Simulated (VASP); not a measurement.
Energy against volume of Ge (diamond). Method: optB86b-vdW, VASP's PBE PAW potentials (set 64) (plane waves; VASP).

```tsv
V (Å³/atom)	E (eV/atom)
21.871	-1.21519
22.569	-1.22962
23.267	-1.23426
23.965	-1.23062
24.663	-1.21996
```

### Question
Fit a third-order Birch-Murnaghan equation of state.

### Answer

```
Item                                             Result
---------------------------------------  --------------
volume per atom                          23.29 Å^3/atom
bulk modulus                                   63.0 GPa
pressure derivative of the bulk modulus            4.55
lattice constant a                              5.712 Å
```

Measured: bulk modulus 77.3 GPa at 0 K (computed value off by -18.5 %), as given by Tanner et al., (2021), arXiv:2110.11888 [low-temperature value with the zero-point effect removed]; a 5.644 Å at 0 K (computed value off by +1.2 %), as given by Daniel Mejia-Rodriguez et al., Physical Review B (2018), arXiv:1807.09216 [static lattice: zero-point anharmonic expansion removed].

The compound is Ge in the diamond structure. It was relaxed first.
